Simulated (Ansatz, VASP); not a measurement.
# AlN: VASP beside Ansatz, part 2 of 4

Wanted: the spread between two codes on one cell, functional and k mesh. The cell is taken from a series of runs on this material, whose earlier steps may have relaxed, scaled, displaced or heated it; both programs get it as it stands.

VASP 6.6.1 and Ansatz 0.2.0.

So far: Starting point; Ansatz: zone-centre phonons, PBE, pair 1.

## (3) VASP: zone-centre phonons, PBE, pair 1

Level of this step: PBE; plane waves and PAW (N, Al) (VASP).

The same cell, functional and mesh now go to VASP, with its own data sets.

Lines of VASP's logs that name or quote its potential files are left out, and so is its time.

File INCAR:

```
SYSTEM = AlN
PREC = Accurate
ENCUT = 600
EDIFF = 1E-08
NELM = 120
ISMEAR = 0
SIGMA = 0.01
LREAL = .FALSE.
ALGO = Normal
GGA = PE
NBANDS = 14
LORBIT = 11
LWAVE = .FALSE.
LCHARG = .FALSE.
ISIF = 2
IBRION = 8
LEPSILON = .TRUE.
LASPH = .TRUE.
GGA_COMPAT = .FALSE.
EFERMI = MIDGAP
KPAR = 2
```

File POSCAR:

```
AlN
1.0
    3.1492954917      0.0000000000      0.0000000000
   -1.5746477458      2.7273698998      0.0000000000
    0.0000000000      0.0000000000      5.0544078898
N Al
2 2
Direct
    0.3333333334      0.6666666668      0.3806153367
    0.6666666668      0.3333333334      0.8806153367
    0.3333333334      0.6666666668      0.9993846633
    0.6666666668      0.3333333334      0.4993846633
```

File KPOINTS:

```
Automatic mesh
0
Gamma
9 9 6
0 0 0
```

Potentials, in the order of the species: N and Al (PBE family, release 64).

The run is started by

```
$ mpirun -np 2 vasp_std
```

The program printed:

```text
[banner, memory and clock lines left out]
running    2 mpi-ranks, on    1 nodes
 distrk:  each k-point on    1 cores,    2 groups
 distr:  one band on    1 cores,    1 groups

 POSCAR found type information on POSCAR N Al
 POSCAR found :  2 types and       4 ions
 LDA part: xc-table for (Slater+PW92), standard interpolation
 POSCAR, INCAR and KPOINTS ok, starting setup
 FFT: planning ... GRIDC
 FFT: planning ... GRID_SOFT
 FFT: planning ... GRID
 WAVECAR not read
 entering main loop
       N       E                     dE             d eps       ncg     rms          rms(c)
DAV:   1     0.517501903110E+02    0.51750E+02   -0.81298E+03  1344   0.115E+03
DAV:   2    -0.299432494260E+02   -0.81693E+02   -0.74157E+02  1840   0.221E+02
DAV:   3    -0.343463880453E+02   -0.44031E+01   -0.43822E+01  1860   0.560E+01
DAV:   4    -0.343802975473E+02   -0.33910E-01   -0.33906E-01  1446   0.534E+00
DAV:   5    -0.343807396948E+02   -0.44215E-03   -0.44212E-03  1878   0.609E-01    0.119E+01
DAV:   6    -0.297458801711E+02    0.46349E+01   -0.13211E+01  1722   0.282E+01    0.409E+00
DAV:   7    -0.297852253971E+02   -0.39345E-01   -0.77266E-01  1464   0.638E+00    0.286E+00
DAV:   8    -0.297788237019E+02    0.64017E-02   -0.79699E-02  1548   0.290E+00    0.578E-01
DAV:   9    -0.297724957244E+02    0.63280E-02   -0.19752E-02  1806   0.105E+00    0.256E-01
DAV:  10    -0.297732071311E+02   -0.71141E-03   -0.32355E-03  1560   0.400E-01    0.159E-01
DAV:  11    -0.297730580892E+02    0.14904E-03   -0.37840E-04  1674   0.155E-01    0.381E-02
DAV:  12    -0.297730613258E+02   -0.32366E-05   -0.18957E-05  1608   0.384E-02    0.918E-03
DAV:  13    -0.297730611692E+02    0.15658E-06   -0.92974E-06  1710   0.247E-02    0.668E-03
DAV:  14    -0.297730611327E+02    0.36525E-07   -0.56612E-07  1680   0.660E-03    0.282E-03
DAV:  15    -0.297730611576E+02   -0.24874E-07   -0.18704E-07  1752   0.349E-03    0.442E-04
DAV:  16    -0.297730611446E+02    0.12931E-07   -0.75998E-09  1002   0.762E-04    0.134E-04
DAV:  17    -0.297730611435E+02    0.11222E-08   -0.68545E-10   948   0.332E-04
   1 F= -.29773061E+02 E0= -.29773061E+02  d E =0.000000E+00
 Linear response reoptimize wavefunctions to high precision
DAV:   1    -0.297730611435E+02    0.44452E-10   -0.41367E-11  1122   0.644E-05
 Linear response G [H, r] |phi>, progress :
  Direction:   1
       N       E                     dE             d eps       ncg     rms
RMM:   1    -0.608742229040E+02   -0.60874E+02    0.10449E+02  3256   0.752E+01
RMM:   2    -0.543525405743E+02    0.65217E+01   -0.33226E+00  2270   0.161E+01
RMM:   3    -0.543887298453E+02   -0.36189E-01   -0.46874E-02  2420   0.174E+00
RMM:   4    -0.543897911250E+02   -0.10613E-02   -0.10916E-03  2569   0.247E-01
RMM:   5    -0.543897928869E+02   -0.17619E-05    0.10900E-05  2611   0.383E-02
RMM:   6    -0.543897923005E+02    0.58642E-06    0.47050E-05  2694   0.657E-03
RMM:   7    -0.543897920036E+02    0.29682E-06    0.57416E-05  2671   0.135E-03
RMM:   8    -0.543897919557E+02    0.47957E-07    0.54852E-05  2575   0.390E-04
RMM:   9    -0.543897919134E+02    0.42312E-07    0.53785E-05  2023   0.238E-04
RMM:  10    -0.543897923180E+02   -0.40469E-06    0.34550E-05  1893   0.220E-04
RMM:  11    -0.543897920075E+02    0.31057E-06    0.50400E-05  1828   0.220E-04
RMM:  12    -0.543897919218E+02    0.85640E-07    0.46765E-05  1802   0.220E-04
 Linear response G [H, r] |phi>, progress :
  Direction:   2
       N       E                     dE             d eps       ncg     rms
RMM:   1    -0.655339162289E+02   -0.65534E+02    0.27128E+01  3103   0.743E+01
RMM:   2    -0.623211747465E+02    0.32127E+01   -0.28530E+00  2287   0.149E+01
RMM:   3    -0.623608737735E+02   -0.39699E-01   -0.45880E-02  2411   0.162E+00
RMM:   4    -0.623615899523E+02   -0.71618E-03   -0.17422E-03  2563   0.232E-01
RMM:   5    -0.623615506400E+02    0.39312E-04   -0.30060E-04  2614   0.360E-02
RMM:   6    -0.623615410980E+02    0.95420E-05   -0.17723E-04  2704   0.618E-03
RMM:   7    -0.623615393733E+02    0.17247E-05   -0.15855E-04  2696   0.131E-03
RMM:   8    -0.623615396450E+02   -0.27164E-06   -0.16067E-04  2538   0.415E-04
RMM:   9    -0.623615394129E+02    0.23207E-06   -0.15774E-04  2067   0.279E-04
RMM:  10    -0.623615378783E+02    0.15346E-05   -0.13087E-04  1905   0.264E-04
RMM:  11    -0.623615393934E+02   -0.15151E-05   -0.15954E-04  1880   0.262E-04
RMM:  12    -0.623615386730E+02    0.72049E-06   -0.14867E-04  1846   0.264E-04
 Linear response G [H, r] |phi>, progress :
  Direction:   3
       N       E                     dE             d eps       ncg     rms
RMM:   1    -0.661553640399E+02   -0.66155E+02    0.45244E+01  3124   0.742E+01
RMM:   2    -0.583055767058E+02    0.78498E+01   -0.32761E+00  2197   0.157E+01
RMM:   3    -0.583465395886E+02   -0.40963E-01   -0.46638E-02  2377   0.166E+00
RMM:   4    -0.583477653148E+02   -0.12257E-02   -0.97901E-04  2502   0.239E-01
[...]
RMM:   1    -0.451982043902E+00   -0.45198E+00   -0.16923E+00  2689   0.323E+00
RMM:   2    -0.462894126321E+00   -0.10912E-01   -0.52864E-03  2264   0.448E-01
RMM:   3    -0.462976208400E+00   -0.82082E-04   -0.80383E-05  2324   0.483E-02
RMM:   4    -0.462977915854E+00   -0.17075E-05   -0.19984E-06  2457   0.715E-03
RMM:   5    -0.462977955726E+00   -0.39872E-07   -0.35326E-08  2436   0.119E-03
[...]
RMM:   2    -0.462894123872E+00   -0.10912E-01   -0.52864E-03  2264   0.448E-01    0.101E+00
RMM:   3    -0.458428651015E+00    0.44655E-02   -0.66082E-03  2207   0.535E-01    0.616E-01
RMM:   4    -0.488075592080E+00   -0.29647E-01   -0.10704E-02  2317   0.700E-01    0.860E-02
RMM:   5    -0.491973073520E+00   -0.38975E-02   -0.17299E-04  2383   0.101E-01    0.240E-02
RMM:   6    -0.492975320808E+00   -0.10022E-02   -0.20389E-05  2432   0.322E-02    0.780E-03
RMM:   7    -0.493363066771E+00   -0.38775E-03   -0.25580E-06  2403   0.123E-02    0.924E-04
RMM:   8    -0.493383136019E+00   -0.20069E-04   -0.52433E-08  2513   0.167E-03    0.291E-04
RMM:   9    -0.493383898258E+00   -0.76224E-06   -0.27608E-09  2467   0.637E-04    0.310E-05
RMM:  10    -0.493382355515E+00    0.15427E-05    0.98322E-09  2062   0.774E-05    0.136E-05
RMM:  11    -0.493382257818E+00    0.97696E-07   -0.68385E-09  1491   0.484E-05    0.209E-06
 change of polarisation eV/A/(eV/A) component  3 :    -0.075    -0.054     0.896
 dielectric tensor                  component  3 :    -0.312    -0.223     4.735
 Linear response DOF=           4
 Linear response progress:
  Degree of freedom:   1/  4
       N       E                     dE             d eps       ncg     rms          rms(c)
RMM:   1    -0.234648340802E+00   -0.23465E+00    0.22693E-01 13865   0.327E+00
RMM:   2    -0.235655815496E+00   -0.10075E-02   -0.39430E-03 10910   0.478E-01    0.171E-01
RMM:   3    -0.236596808825E+00   -0.94099E-03   -0.86547E-04 10481   0.196E-01    0.852E-02
RMM:   4    -0.238454901657E+00   -0.18581E-02   -0.82462E-04 10729   0.179E-01    0.226E-02
RMM:   5    -0.238439830154E+00    0.15072E-04   -0.26406E-05 12431   0.400E-02    0.258E-03
RMM:   6    -0.238469601662E+00   -0.29772E-04   -0.31196E-07 12767   0.452E-03    0.121E-03
RMM:   7    -0.238464916588E+00    0.46851E-05    0.16874E-07 12772   0.167E-03    0.887E-05
RMM:   8    -0.238465035144E+00   -0.11856E-06    0.34869E-07 13281   0.184E-04    0.571E-05
RMM:   9    -0.238464975093E+00    0.60050E-07    0.45282E-09 12936   0.860E-05    0.423E-06
RMM:  10    -0.238465007130E+00   -0.32037E-07   -0.16961E-08 13428   0.172E-05    0.258E-06
RMM:  11    -0.238465006706E+00    0.42400E-09   -0.69471E-09 12494   0.104E-05    0.545E-07
 first order change of Fermi-energy  -0.42690E-04
 force on displaced ion       1 direction 1 : -14.148  -0.000  -0.000
 Born effective charge ion    1 direction 1 :  -2.519   0.000   0.000
 Linear response progress:
  Degree of freedom:   2/  4
       N       E                     dE             d eps       ncg     rms          rms(c)
RMM:   1    -0.250564804902E+00   -0.25056E+00    0.23710E-01  3474   0.326E+00
RMM:   2    -0.250692777061E+00   -0.12797E-03   -0.33843E-03  2732   0.465E-01    0.175E-01
RMM:   3    -0.251056695301E+00   -0.36392E-03   -0.16762E-03  2735   0.237E-01    0.804E-02
RMM:   4    -0.252349018944E+00   -0.12923E-02   -0.86710E-04  2917   0.156E-01    0.230E-02
RMM:   5    -0.252499871501E+00   -0.15085E-03   -0.34587E-05  3020   0.336E-02    0.720E-03
RMM:   6    -0.252586568566E+00   -0.86697E-04   -0.48231E-06  3183   0.781E-03    0.243E-03
RMM:   7    -0.252578233651E+00    0.83349E-05   -0.30463E-07  3138   0.304E-03    0.498E-04
RMM:   8    -0.252577365836E+00    0.86782E-06   -0.49903E-08  3212   0.380E-04    0.263E-04
RMM:   9    -0.252577494089E+00   -0.12825E-06    0.49702E-08  3147   0.282E-04    0.207E-05
RMM:  10    -0.252577539738E+00   -0.45649E-07   -0.60424E-09  3288   0.405E-05    0.131E-05
RMM:  11    -0.252577614507E+00   -0.74769E-07   -0.13501E-08  3192   0.273E-05    0.308E-06
RMM:  12    -0.252577615206E+00   -0.69861E-09   -0.92516E-09  3189   0.820E-06    0.120E-06
 first order change of Fermi-energy   0.83841E+00
 force on displaced ion       1 direction 3 :   0.000  -0.000 -17.984
 Born effective charge ion    1 direction 3 :  -0.000   0.000  -2.677
 Linear response progress:
  Degree of freedom:   3/  4
       N       E                     dE             d eps       ncg     rms          rms(c)
RMM:   1    -0.622665152468E-02   -0.62267E-02    0.25112E-03 16323   0.785E-01
RMM:   2    -0.563019986420E-02    0.59645E-03   -0.44397E-04 11255   0.177E-01    0.820E-02
RMM:   3    -0.552428742698E-02    0.10591E-03   -0.37085E-05 11970   0.584E-02    0.455E-02
RMM:   4    -0.552452385211E-02   -0.23643E-06   -0.34889E-05 11437   0.584E-02    0.829E-03
RMM:   5    -0.551898362418E-02    0.55402E-05    0.11116E-06 12144   0.138E-02    0.125E-03
RMM:   6    -0.551762911762E-02    0.13545E-05    0.26050E-07 12607   0.227E-03    0.561E-04
RMM:   7    -0.551559380731E-02    0.20353E-05   -0.56543E-07 12558   0.981E-04    0.517E-05
RMM:   8    -0.551564279766E-02   -0.48990E-07   -0.16523E-07 13093   0.128E-04    0.312E-05
RMM:   9    -0.551560212263E-02    0.40675E-07   -0.74618E-08 12767   0.531E-05    0.504E-06
RMM:  10    -0.551559472571E-02    0.73969E-08   -0.12028E-08 13357   0.106E-05    0.346E-06
 first order change of Fermi-energy  -0.46135E-05
 force on displaced ion       3 direction 1 : -14.096  -0.000  -0.000
 Born effective charge ion    3 direction 1 :   2.519   0.000   0.000
 Linear response progress:
  Degree of freedom:   4/  4
       N       E                     dE             d eps       ncg     rms          rms(c)
RMM:   1    -0.187263668428E-01   -0.18726E-01   -0.65427E-03  4916   0.122E+00
RMM:   2    -0.113133629624E-01    0.74130E-02   -0.26080E-03  2791   0.376E-01    0.105E-01
RMM:   3    -0.109199712798E-01    0.39339E-03   -0.50919E-04  2953   0.133E-01    0.495E-02
RMM:   4    -0.108189334114E-01    0.10104E-03   -0.29193E-04  3025   0.478E-02    0.251E-02
RMM:   5    -0.107741678450E-01    0.44766E-04   -0.22108E-04  3034   0.414E-02    0.607E-03
RMM:   6    -0.107506143581E-01    0.23553E-04   -0.39579E-05  3099   0.116E-02    0.172E-03
RMM:   7    -0.107474128241E-01    0.32015E-05   -0.48289E-06  3098   0.233E-03    0.355E-04
RMM:   8    -0.107472143178E-01    0.19851E-06    0.19113E-07  3147   0.629E-04    0.160E-04
RMM:   9    -0.107474391459E-01   -0.22483E-06   -0.41617E-07  3129   0.271E-04    0.279E-05
RMM:  10    -0.107473834387E-01    0.55707E-07   -0.62669E-08  3275   0.508E-05    0.115E-05
RMM:  11    -0.107473796197E-01    0.38189E-08   -0.34560E-08  3133   0.299E-05    0.257E-06
 first order change of Fermi-energy  -0.83852E+00
 force on displaced ion       3 direction 3 :  -0.000   0.000 -19.370
 Born effective charge ion    3 direction 3 :  -0.000   0.000   2.678
 Born effective charges drift removed
 Linear response finished
```

[end of part 2 of 4]

[Lines on the potential files, build, host, timing and source positions are cut from VASP's logs without a mark.]

[Logs are printed without paths, hosts, clocks, repeated set-up lines and the standing remarks that a program may print on its own settings, such as how far it seeks lower states.]

[Hosts, paths, dates, database ids (printed as entryN), source tags and the programs' standing remarks are cut or masked in the printed files.]
